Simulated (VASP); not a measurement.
Bi2Se3 (Paraguanajuatite): relaxation of cell and atoms with PBEsol

Bi2Se3 (Paraguanajuatite):

```
Bi Se
1.0
     2.06570    1.19263    9.52759
    -2.06570    1.19263    9.52759
     0.00000   -2.38527    9.52759
Bi Se
2 3
Direct
  0.40029 0.40029 0.40029
  0.59971 0.59971 0.59971
  0.00000 0.00000 0.00000
  0.21145 0.21145 0.21145
  0.78855 0.78855 0.78855
```

* Program: VASP 6.6.1
* Task: relaxation of cell and atoms
* Functional: PBEsol
* Potentials or basis: VASP PAW PBE potentials, release 64 (Bi_d, Se)
* Cutoff: 600 eV
* k mesh: 9 × 9 × 8
* Occupations: gaussian, width 0.03 eV
* Spin: no spin polarisation
* Further INCAR settings: ALGO = Normal; EDIFF = 1e-07; IBRION = 2; EDIFFG = -0.005; NSW = 90; ISIF = 3

The pressure after relaxing is 0.0 GPa and the largest force after relaxing is 0.005 eV/Å. The band gap on the k mesh is 0.11 eV, direct.

Forces in eV/Å, atoms in the order of the input:
```
Bi   0.000  0.000  0.005
Bi   0.000  0.000 -0.005
Se   0.000  0.000  0.000
Se   0.000  0.000  0.002
Se   0.000  0.000 -0.002
```

Final structure:
```cif
data_structure
_symmetry_space_group_name_H-M 'P 1'
_symmetry_Int_Tables_number 1
_cell_length_a 9.8216
_cell_length_b 9.8216
_cell_length_c 9.8216
_cell_angle_alpha 24.282
_cell_angle_beta 24.282
_cell_angle_gamma 24.282
_cell_volume 140.83
loop_
_atom_site_label
_atom_site_type_symbol
_atom_site_fract_x
_atom_site_fract_y
_atom_site_fract_z
_atom_site_occupancy
Bi1 Bi 0.40029 0.40029 0.40029 1
Bi2 Bi 0.59971 0.59971 0.59971 1
Se1 Se 0.00000 0.00000 0.00000 1
Se2 Se 0.21145 0.21145 0.21145 1
Se3 Se 0.78855 0.78855 0.78855 1
```

Levels at points of the mesh, in eV from the valence-band top:
```csv
k point,band 22,band 23,band 24,band 25,band 26,band 27
"(0.00, 0.00, 0.00)",-1.24,-1.24,0.00,0.11,1.32,1.32
"(0.00, 0.00, 0.50)",-2.25,-1.27,-0.58,0.75,1.82,2.92
```

Run time: 15 min on 4 MPI ranks on AMD EPYC 9R45 (Zen 5), on a shared host, peak memory 1.5 GiB a rank.

Caveat: the relaxation stopped at its first step, so nothing moved; the PAW data sets were made with another functional, which shifts forces and pressure a little; spin-orbit coupling is left out, which as a rule narrows the gap of such compounds by several tenths of an eV; an odd mesh through Γ misses points on the zone boundary, where band edges often lie. PBEsol gaps usually lie below the measured ones, often by a third to a half.
